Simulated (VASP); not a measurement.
Here is the system:

```
CELL_PARAMETERS angstrom
      4.41060     0.00000     0.00000
      0.00000     4.41060     0.00000
      0.00000     0.00000     2.86213
ATOMIC_POSITIONS crystal
  Mn 0.00000 0.00000 0.00000
  Mn 0.50000 0.50000 0.50000
  O  0.30356 0.30356 0.00000
  O  0.80356 0.19644 0.50000
  O  0.19644 0.80356 0.50000
  O  0.69644 0.69644 0.00000
```
Starting moments (μB, in the order of the record's atoms Mn Mn O O O O): 2.4 -2.4 -0.1 0.1 0.1 -0.1.

The numbers are results of optB88-vdW, VASP's PBE PAW potentials (set 64) (plane waves; VASP 6.6.1), not measurements. Run with 520 eV cut-off, Gaussian smearing of 0.050 eV, potentials Mn_pv O.

Q: Predict the cell moment, band gap (along the path) with the smallest direct gap where there is one.

A: 
```yaml
band gap (along the path): none (metal, semimetal or under 0.01 eV)
cell_moment: 0.00 μB
```

Total energies compare only between runs with the same potentials, cut-off and functional.

The compound is MnO2 in the rutile structure. It was relaxed first.
